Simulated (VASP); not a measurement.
Consider the following.

```
CELL_PARAMETERS angstrom
      0.00000     3.19720     3.19720
      3.19720     0.00000     3.19720
      3.19720     3.19720     0.00000
ATOMIC_POSITIONS crystal
  Na 0.25000 0.25000 0.25000
  Na 0.75000 0.75000 0.75000
  S  0.00000 0.00000 0.00000
```

All values below come from PBE GGA with D4 dispersion, VASP's PBE PAW potentials (set 64) (plane waves; VASP). Run with 520 eV cut-off, 6×6×6 Γ-centred mesh, Gaussian smearing of 0.050 eV, potentials Na_pv S.

Q: What does the run give for the energy per atom (σ→0), pressure, band gap (on the k-mesh) with the smallest direct gap where there is one?

A: 
```json
{
 "band gap (on the k-mesh)": "2.72 eV",
 "smallest direct gap (on the k-mesh)": "2.72 eV",
 "energy per atom (σ→0)": "-3.395 eV/atom",
 "pressure": "1.94 GPa"
}
```

Total energies compare only between runs with the same potentials, cut-off and functional.

The compound is Na2S in the antifluorite structure. This cell is one point of a volume scan, at 0.94 of the reference volume.
